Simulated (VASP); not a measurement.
Calculation: revPBE GGA, VASP's PBE PAW potentials (set 64) (plane waves; VASP).

A VASP calculation is set up with these files.

File KPOINTS:
```
Automatic mesh
0
Gamma
1 1 1
0 0 0
```

### INCAR
```
SYSTEM = Tl atom
PREC = Normal; ENCUT = 520; LREAL = .FALSE.
LASPH = .TRUE.; ISYM = 0
EDIFF = 1E-6; NELM = 200; ALGO = All
LMAXMIX = 4
ISMEAR = 0; SIGMA = 0.01
GGA = RE
ISPIN = 2; MAGMOM = 1; NUPDOWN = 1
LWAVE = .FALSE.; LCHARG = .FALSE.; LORBIT = 10
```

### POSCAR
```
Tl atom
1
   12.0000000000     0.0000000000     0.0000000000
    0.0000000000    12.5000000000     0.0000000000
    0.0000000000     0.0000000000    13.0000000000
Tl
1
Direct
  0.0000000000   0.0000000000   0.0000000000
```

POTCAR, in this order: Tl_d (PBE.64 set). Program: vasp_gam. Read from the step before: WAVECAR.

The run wrote:

OSZICAR:
```
       N       E                     dE             d eps       ncg     rms           ort
SDA:   1    -0.249797232084E+00   -0.24980E+00    0.00000E+00    11   0.380E-02   0.000E+00
CGA:   2    -0.250631851285E+00   -0.83462E-03   -0.83526E-03    11   0.783E-03  -0.343E-04
CGA:   3    -0.250820504488E+00   -0.18865E-03   -0.18839E-03    11   0.117E-03   0.667E-05
CGA:   4    -0.250863188077E+00   -0.42684E-04   -0.42885E-04    11   0.321E-04  -0.125E-05
CGA:   5    -0.250875220150E+00   -0.12032E-04   -0.12597E-04    11   0.113E-04  -0.323E-05
CGA:   6    -0.250878580070E+00   -0.33599E-05   -0.33867E-05    11   0.237E-05  -0.284E-06
SDA:   7    -0.250879454164E+00   -0.87409E-06   -0.10350E-05    11   0.109E-05  -0.806E-06
   1 F= -.25087945E+00 E0= -.25087945E+00  d E =-.480069E-12  mag=     1.0000
```

File OUTCAR:
```
------------------------ aborting loop because EDIFF is reached ----------------------------------------
  FORCE on cell =-STRESS in cart. coord.  units (eV):
  Direction    XX          YY          ZZ          XY          YZ          ZX
  --------------------------------------------------------------------------------------
  Total       -0.0169990     -0.0183424      0.0042845     -0.0000000     -0.0001281     -0.0000589
  in kB       -0.0139669     -0.0150707      0.0035202     -0.0000000     -0.0001053     -0.0000484
  external PRESSURE =      -0.0085058 kB  Pullay stress =       0.0000000 kB
  volume of cell :     1950.00
      direct lattice vectors                 reciprocal lattice vectors
    12.000000000  0.000000000  0.000000000     0.083333333  0.000000000  0.000000000
     0.000000000 12.500000000  0.000000000     0.000000000  0.080000000  0.000000000
     0.000000000  0.000000000 13.000000000     0.000000000  0.000000000  0.076923077
 POSITION                                       TOTAL-FORCE (eV/Angst)
 -----------------------------------------------------------------------------------
      0.00000      0.00000      0.00000        -0.000000     -0.000000     -0.000000
 -----------------------------------------------------------------------------------
    total drift:                               -0.000000     -0.000000     -0.000000
  FREE ENERGIE OF THE ION-ELECTRON SYSTEM (eV)
  ---------------------------------------------------
  free  energy   TOTEN  =        -0.2508794542 eV

  energy  without entropy=       -0.2508794542  energy(sigma->0) =       -0.25087945

 total charge

# of ion       s       p       d       tot
------------------------------------------
    1        1.257   0.227   9.647  11.131

 magnetization (x)

# of ion       s       p       d       tot
------------------------------------------
    1       -0.008   0.227  -0.007   0.211
```
(Selected blocks of OUTCAR.)

The atom may not be in its lowest state.

The cell is a free atom in a box.
